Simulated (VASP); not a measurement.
Input:

```xyz
2
Lattice="0.0000 2.9194 2.9194 2.9194 0.0000 2.9194 2.9194 2.9194 0.0000" Properties=species:S:1:pos:R:3 pbc="T T T"
Ag     0.0000     0.0000     0.0000
Br     2.9194     2.9194     2.9194
```

Level of theory: PBE GGA, VASP's PBE PAW potentials (set 64) (plane waves; VASP 6.6.1). Numerical set-up: 520 eV cut-off, 7×7×7 Γ-centred mesh, Gaussian smearing of 0.050 eV, potentials Ag Br.

Predict the energy per atom (σ→0).

energy per atom (σ→0): -2.500 eV/atom

The compound is AgBr in the rock salt structure. It was relaxed first.
